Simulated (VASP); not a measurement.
Output of a VASP run:

OUTCAR:
```
 ion  position               nearest neighbor table
   1  0.500  0.500  0.500-   2 2.49   2 2.49   2 2.49   2 2.49   2 2.49   2 2.49   2 2.49   2 2.49
  LATTYP: Found a simple cubic cell.
 ALAT       =     2.8800000000
 Subroutine PRICEL returns:
 Original cell was already a primitive cell.
 Subroutine GETGRP returns: Found 48 space group operations
The static configuration has the point symmetry O_h .
The dynamic configuration has the point symmetry O_h .
 Subroutine INISYM returns: Found 48 space group operations
 Subroutine IBZKPT returns following result:
 Found     56 irreducible k-points:

 Following reciprocal coordinates:
            Coordinates               Weight
  0.000000  0.000000  0.000000      1.000000
  0.090909  0.000000  0.000000      6.000000
  0.181818  0.000000  0.000000      6.000000
  0.272727  0.000000  0.000000      6.000000
  0.363636  0.000000  0.000000      6.000000
  0.454545  0.000000  0.000000      6.000000
  0.090909  0.090909  0.000000     12.000000
  0.181818  0.090909  0.000000     24.000000
  0.272727  0.090909  0.000000     24.000000
  0.363636  0.090909  0.000000     24.000000
  0.454545  0.090909  0.000000     24.000000
  0.181818  0.181818  0.000000     12.000000
  0.272727  0.181818  0.000000     24.000000
  0.363636  0.181818  0.000000     24.000000
  0.454545  0.181818  0.000000     24.000000
  0.272727  0.272727  0.000000     12.000000
  0.363636  0.272727  0.000000     24.000000
  0.454545  0.272727  0.000000     24.000000
  0.363636  0.363636  0.000000     12.000000
  0.454545  0.363636  0.000000     24.000000
  0.454545  0.454545  0.000000     12.000000
  0.090909  0.090909  0.090909      8.000000
  0.181818  0.090909  0.090909     24.000000
  0.272727  0.090909  0.090909     24.000000
  0.363636  0.090909  0.090909     24.000000
  0.454545  0.090909  0.090909     24.000000
  0.181818  0.181818  0.090909     24.000000
  0.272727  0.181818  0.090909     48.000000
  0.363636  0.181818  0.090909     48.000000
  0.454545  0.181818  0.090909     48.000000
  0.272727  0.272727  0.090909     24.000000
  0.363636  0.272727  0.090909     48.000000
  0.454545  0.272727  0.090909     48.000000
  0.363636  0.363636  0.090909     24.000000
  0.454545  0.363636  0.090909     48.000000
  0.454545  0.454545  0.090909     24.000000
  0.181818  0.181818  0.181818      8.000000
  0.272727  0.181818  0.181818     24.000000
  0.363636  0.181818  0.181818     24.000000
  0.454545  0.181818  0.181818     24.000000
   k-points           NKPTS =     56   k-points in BZ     NKDIM =     56   number of bands    NBANDS=     15
   number of dos      NEDOS =    301   number of ions     NIONS =      2
   total plane-waves  NPLWV =  13824
   dimension x,y,z NGX =    24 NGY =   24 NGZ =   24
   dimension x,y,z NGXF=    48 NGYF=   48 NGZF=   48
   ions per type =               1   1
   PREC   = accura    normal or accurate (medium, high low for compatibility)
   ISTART =      0    job   : 0-new  1-cont  2-samecut
   ICHARG =      2    charge: 1-file 2-atom 10-const
   ISPIN  =      1    spin polarized calculation?
   LNONCOLLINEAR =      F non collinear calculations
   LSORBIT =      F    spin-orbit coupling
   INIWAV =      1    electr: 0-lowe 1-rand  2-diag
   ENCUT  =  520.0 eV  38.22 Ry    6.18 a.u.   5.35  5.35  5.35*2*pi/ulx,y,z
   NELM   =    100;   NELMIN=  2; NELMDL= -5     # of ELM steps
   EDIFF  = 0.1E-05   stopping-criterion for ELM
   LREAL  =      F    real-space projection
   NLSPLINE    = F    spline interpolate recip. space projectors
   LMAXMIX     =    4 max onsite mixed and CHGCAR
   VOSKOWN=      0    Vosko Wilk Nusair interpolation
   EDIFFG = -.1E-01   stopping-criterion for IOM
   NSW    =     60    number of steps for IOM
   NBLOCK =      1;   KBLOCK =     60    inner block; outer block
   IBRION =      2    ionic relax: 0-MD 1-quasi-New 2-CG
   NFREE  =      1    steps in history (QN), initial steepest desc. (CG)
...
```

### OSZICAR
```
       N       E                     dE             d eps       ncg     rms          rms(c)
DAV:   1     0.108137985268E+03    0.10814E+03   -0.10885E+04  1728   0.264E+03
DAV:   2    -0.215011646193E+00   -0.10835E+03   -0.10570E+03  1722   0.362E+02
DAV:   3    -0.574908364366E+01   -0.55341E+01   -0.55128E+01  2016   0.867E+01
DAV:   4    -0.582837887983E+01   -0.79295E-01   -0.79279E-01  2226   0.974E+00
DAV:   5    -0.583041398268E+01   -0.20351E-02   -0.20351E-02  2140   0.133E+00    0.953E+00
DAV:   6    -0.691789897940E+01   -0.10875E+01   -0.22605E+01  1881   0.636E+01    0.115E+01
DAV:   7    -0.487434797405E+01    0.20436E+01   -0.94031E+00  1743   0.469E+01    0.169E+00
DAV:   8    -0.485971224824E+01    0.14636E-01   -0.24460E-01  2001   0.546E+00    0.664E-01
DAV:   9    -0.485326192620E+01    0.64503E-02   -0.20780E-02  2288   0.228E+00    0.138E-01
DAV:  10    -0.485298693285E+01    0.27499E-03   -0.63898E-04  2256   0.365E-01    0.679E-02
DAV:  11    -0.485297888827E+01    0.80446E-05   -0.98393E-05  2418   0.177E-01    0.136E-02
DAV:  12    -0.485297818794E+01    0.70033E-06   -0.51902E-06  1986   0.397E-02
   1 F= -.48529782E+01 E0= -.48532660E+01  d E =-.485298E+01
       N       E                     dE             d eps       ncg     rms          rms(c)
DAV:   1    -0.551823136173E+01   -0.66525E+00   -0.86851E+00  1715   0.544E+01    0.615E+00
DAV:   2    -0.540880775791E+01    0.10942E+00   -0.63093E+00  1724   0.395E+01    0.521E+00
DAV:   3    -0.492263010561E+01    0.48618E+00   -0.27721E+00  1785   0.265E+01    0.188E+00
DAV:   4    -0.485996046571E+01    0.62670E-01   -0.14570E-01  2253   0.564E+00    0.430E-01
DAV:   5    -0.485363158435E+01    0.63289E-02   -0.82001E-03  2393   0.151E+00    0.119E-01
DAV:   6    -0.485352376806E+01    0.10782E-03   -0.52027E-04  2182   0.354E-01    0.352E-02
DAV:   7    -0.485351447751E+01    0.92906E-05   -0.21924E-05  2232   0.566E-02    0.720E-03
DAV:   8    -0.485351415274E+01    0.32477E-06   -0.92951E-07  1336   0.144E-02
   2 F= -.48535142E+01 E0= -.48538716E+01  d E =-.535965E-03
       N       E                     dE             d eps       ncg     rms          rms(c)
DAV:   1    -0.502109112906E+01   -0.16758E+00   -0.21352E+00  1701   0.290E+01    0.299E+00
DAV:   2    -0.501449184272E+01    0.65993E-02   -0.17031E+00  1716   0.193E+01    0.272E+00
DAV:   3    -0.487716041444E+01    0.13733E+00   -0.75855E-01  1772   0.128E+01    0.897E-01
DAV:   4    -0.486283684764E+01    0.14324E-01   -0.29922E-02  2199   0.274E+00    0.176E-01
DAV:   5    -0.486144462775E+01    0.13922E-02   -0.19456E-03  2303   0.796E-01    0.361E-02
DAV:   6    -0.486140148748E+01    0.43140E-04   -0.82275E-05  2224   0.145E-01    0.102E-02
DAV:   7    -0.486140323013E+01   -0.17427E-05   -0.27180E-06  1917   0.211E-02    0.205E-03
DAV:   8    -0.486140351519E+01   -0.28506E-06   -0.32680E-07   925   0.625E-03
   3 F= -.48614035E+01 E0= -.48617298E+01  d E =-.842533E-02
```

OUTCAR:
```
------------------------ aborting loop because EDIFF is reached ----------------------------------------
  FORCE on cell =-STRESS in cart. coord.  units (eV):
  Direction    XX          YY          ZZ          XY          YZ          ZX
  --------------------------------------------------------------------------------------
  Total       -0.0038394     -0.0038394     -0.0038394     -0.0000000     -0.0000000     -0.0000000
  in kB       -0.2639844     -0.2639844     -0.2639844     -0.0000000     -0.0000000     -0.0000000
  external PRESSURE =      -0.2639844 kB  Pullay stress =       0.0000000 kB
  volume of cell :       23.30
      direct lattice vectors                 reciprocal lattice vectors
     2.856272085  0.000000000 -0.000000000     0.350106702 -0.000000000 -0.000000000
     0.000000000  2.856272085  0.000000000    -0.000000000  0.350106702 -0.000000000
     0.000000000  0.000000000  2.856272085     0.000000000 -0.000000000  0.350106702
 POSITION                                       TOTAL-FORCE (eV/Angst)
 -----------------------------------------------------------------------------------
      1.42814      1.42814      1.42814         0.000000      0.000000      0.000000
      0.00000      0.00000      0.00000        -0.000000     -0.000000      0.000000
 -----------------------------------------------------------------------------------
    total drift:                                0.000000      0.000000     -0.000000
  FREE ENERGIE OF THE ION-ELECTRON SYSTEM (eV)
  ---------------------------------------------------
  free  energy   TOTEN  =        -4.8614035152 eV

  energy  without entropy=       -4.8623822582  energy(sigma->0) =       -4.86172976

 reached required accuracy - stopping structural energy minimisation
```
(Selected blocks of OUTCAR.)

POSCAR:
```
CoGa
1
    2.8800000000     0.0000000000     0.0000000000
    0.0000000000     2.8800000000     0.0000000000
    0.0000000000     0.0000000000     2.8800000000
Ga Co
1 1
Direct
  0.5000000000   0.5000000000   0.5000000000
  0.0000000000   0.0000000000   0.0000000000
```

Q: Reconstruct the remaining input files.

A: This is not unique; one that fits is the input of the run itself, optB86b-vdW, plane waves, VASP's PBE PAW potentials (set 64).

INCAR:
```
# general
SYSTEM   = CoGa
PREC     = Accurate
ENCUT    = 520
LREAL    = .FALSE.
LASPH    = .TRUE.

# electronic loop
EDIFF    = 1E-6
NELM     = 100
ALGO     = Normal
LMAXMIX  = 4

# smearing
ISMEAR   = 1
SIGMA    = 0.1

# functional
GGA      = MK
LUSE_VDW = .TRUE.
AGGAC    = 0.0
PARAM1   = 0.1234
PARAM2   = 1.0

# ions
IBRION   = 2
NSW      = 60
ISIF     = 3
EDIFFG   = -0.01

# output
LWAVE    = .FALSE.
LCHARG   = .FALSE.
```

### KPOINTS
```
K-points
0
Gamma
 11 11 11
```

POTCAR, in this order: Ga_d Co (PBE.64 set). Program: vasp_std.

Energy and stress use the plane-wave basis of the starting cell.

The compound is CoGa in the CsCl type structure. This run relaxes it. Symmetry was kept, so distortions that lower it aren't found. The run is not spin-polarised, so no magnetic state was tried.
